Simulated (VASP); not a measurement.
Calculation: optB86b-vdW, VASP's PBE PAW potentials (set 64) (plane waves; VASP).

VASP input:

**INCAR**
```
SYSTEM = WSe2
PREC = Accurate
ENCUT = 520
EDIFF = 1E-7
NELM = 100
ALGO = Normal
LREAL = .FALSE.
LASPH = .TRUE.
ISMEAR = -5
GGA = MK
PARAM1 = 0.1234
PARAM2 = 1.0
LUSE_VDW = .TRUE.
AGGAC = 0.0
LMAXMIX = 6
LWAVE = .FALSE.
LCHARG = .TRUE.
LORBIT = 11
NEDOS = 601
ISIF = 2
LEFG = .TRUE.
```

POSCAR:
```
WSe2
3.3008070
  0.5000000071  -0.8660253159   0.0000000000
  0.5000000071   0.8660253159   0.0000000000
  0.0000000000   0.0000000000   3.9611835225
W Se
2 4
Direct
  0.3333330000   0.6666670000   0.2500000000
  0.6666670000   0.3333330000   0.7500000000
  0.3333330000   0.6666670000   0.8790986326
  0.6666670000   0.3333330000   0.3790986326
  0.6666670000   0.3333330000   0.1209013674
  0.3333330000   0.6666670000   0.6209013674
```

File KPOINTS:
```
Automatic mesh
0
Gamma
9 9 2
0 0 0
```

POTCAR, in this order: W_sv Se (PBE.64 set). Program: vasp_std.

What VASP printed:

**OUTCAR**
```
 ion  position               nearest neighbor table
   1  0.333  0.667  0.250-   4 2.55   5 2.55   4 2.55   5 2.55   4 2.55   5 2.55
   2  0.667  0.333  0.750-   3 2.55   6 2.55   3 2.55   6 2.55   3 2.55   6 2.55
   3  0.333  0.667  0.879-   2 2.55   2 2.55   2 2.55
   4  0.667  0.333  0.379-   1 2.55   1 2.55   1 2.55
   5  0.667  0.333  0.121-   1 2.55   1 2.55   1 2.55
   6  0.333  0.667  0.621-   2 2.55   2 2.55   2 2.55
  LATTYP: Found a hexagonal cell.
 ALAT       =     3.3008067604
 C/A-ratio  =     3.9611838101
 Subroutine PRICEL returns:
 Original cell was already a primitive cell.
 Subroutine GETGRP returns: Found 24 space group operations
The static configuration has the point symmetry D_3d.
 The point group associated with its full space group is D_6h.
The dynamic configuration has the point symmetry D_3d.
 Subroutine INISYM returns: Found 24 space group operations
 Subroutine IBZKPT returns following result:
 Found     24 irreducible k-points:

 Following reciprocal coordinates:
            Coordinates               Weight
  0.000000  0.000000  0.000000      1.000000
  0.111111  0.000000  0.000000      6.000000
  0.222222  0.000000  0.000000      6.000000
...
```

OSZICAR:
```
       N       E                     dE             d eps       ncg     rms          rms(c)
DAV:   1     0.519182141607E+03    0.51918E+03   -0.28156E+04  1664   0.163E+03
DAV:   2     0.595515308201E+00   -0.51859E+03   -0.50754E+03  1736   0.429E+02
DAV:   3    -0.324230191678E+02   -0.33019E+02   -0.32479E+02  1838   0.948E+01
DAV:   4    -0.333018011947E+02   -0.87878E+00   -0.87603E+00  1882   0.156E+01
DAV:   5    -0.333195453101E+02   -0.17744E-01   -0.17737E-01  1843   0.216E+00    0.288E+01
DAV:   6    -0.317827432021E+02    0.15368E+01   -0.11528E+01  1710   0.184E+01    0.103E+01
DAV:   7    -0.315586121892E+02    0.22413E+00   -0.52265E+00  1747   0.944E+00    0.570E+00
DAV:   8    -0.313745252243E+02    0.18409E+00   -0.79728E-01  1984   0.488E+00    0.120E+00
DAV:   9    -0.313767205990E+02   -0.21954E-02   -0.63007E-02  1921   0.130E+00    0.771E-01
DAV:  10    -0.313754913020E+02    0.12293E-02   -0.18660E-02  1953   0.865E-01    0.199E-01
DAV:  11    -0.313753739431E+02    0.11736E-03   -0.26232E-03  1896   0.313E-01    0.149E-01
DAV:  12    -0.313753549220E+02    0.19021E-04   -0.96393E-05  1879   0.528E-02    0.101E-01
DAV:  13    -0.313753440010E+02    0.10921E-04   -0.12546E-04  1960   0.617E-02    0.527E-03
DAV:  14    -0.313753444399E+02   -0.43892E-06   -0.32419E-06  1770   0.114E-02    0.414E-03
DAV:  15    -0.313753444960E+02   -0.56042E-07   -0.19060E-07  1481   0.247E-03
   1 F= -.31375344E+02 E0= -.31375344E+02  d E =0.000000E+00
```

**OUTCAR**
```
------------------------ aborting loop because EDIFF is reached ----------------------------------------
  FORCE on cell =-STRESS in cart. coord.  units (eV):
  Direction    XX          YY          ZZ          XY          YZ          ZX
  --------------------------------------------------------------------------------------
  Total        0.0301999      0.0301999      0.0558262      0.0000000      0.0000000      0.0000000
  in kB        0.3921934      0.3921934      0.7249914      0.0000000      0.0000000      0.0000000
  external PRESSURE =       0.5031261 kB  Pullay stress =       0.0000000 kB
  volume of cell :      123.37
      direct lattice vectors                 reciprocal lattice vectors
     1.650403523 -2.858582425  0.000000000     0.302956212 -0.174911871  0.000000000
     1.650403523  2.858582425  0.000000000     0.302956212  0.174911871  0.000000000
     0.000000000  0.000000000 13.075102299     0.000000000  0.000000000  0.076481237
 POSITION                                       TOTAL-FORCE (eV/Angst)
 -----------------------------------------------------------------------------------
      1.65040      0.95286      3.26878         0.000000     -0.000000      0.000000
      1.65040     -0.95286      9.80633         0.000000      0.000000      0.000000
      1.65040      0.95286     11.49430        -0.000000     -0.000000     -0.014677
      1.65040     -0.95286      4.95675        -0.000000      0.000000     -0.014677
      1.65040     -0.95286      1.58080        -0.000000      0.000000      0.014677
      1.65040      0.95286      8.11835        -0.000000     -0.000000      0.014677
 -----------------------------------------------------------------------------------
    total drift:                               -0.000143      0.001072     -0.000034
  FREE ENERGIE OF THE ION-ELECTRON SYSTEM (eV)
  ---------------------------------------------------
  free  energy   TOTEN  =       -31.3753444960 eV

  energy  without entropy=      -31.3753444960  energy(sigma->0) =      -31.37534450

 total charge

# of ion       s       p       d       tot
------------------------------------------
    1        2.310   6.270   3.377  11.957
    2        2.310   6.270   3.377  11.957
    3        1.479   2.344   0.068   3.891
    4        1.479   2.344   0.068   3.891
    5        1.479   2.344   0.068   3.891
    6        1.479   2.344   0.068   3.891
--------------------------------------------------
tot         10.534  21.918   7.026  39.478

 Electric field gradients after diagonalization (V/A^2)
 (convention: |V_zz| > |V_xx| > |V_yy|)
----------------------------------------------------------------------
 ion       V_xx      V_yy      V_zz     asymmetry (V_yy - V_xx)/ V_zz
----------------------------------------------------------------------
   1      74.484    74.477  -148.961       0.000
   2      74.484    74.477  -148.961       0.000
   3      34.306    34.305   -68.611       0.000
   4      34.306    34.305   -68.611       0.000
   5      34.306    34.305   -68.611       0.000
   6      34.306    34.305   -68.611       0.000
```
(Selected blocks of OUTCAR.)

The compound is WSe2 in the 2H layered structure. It was relaxed first.
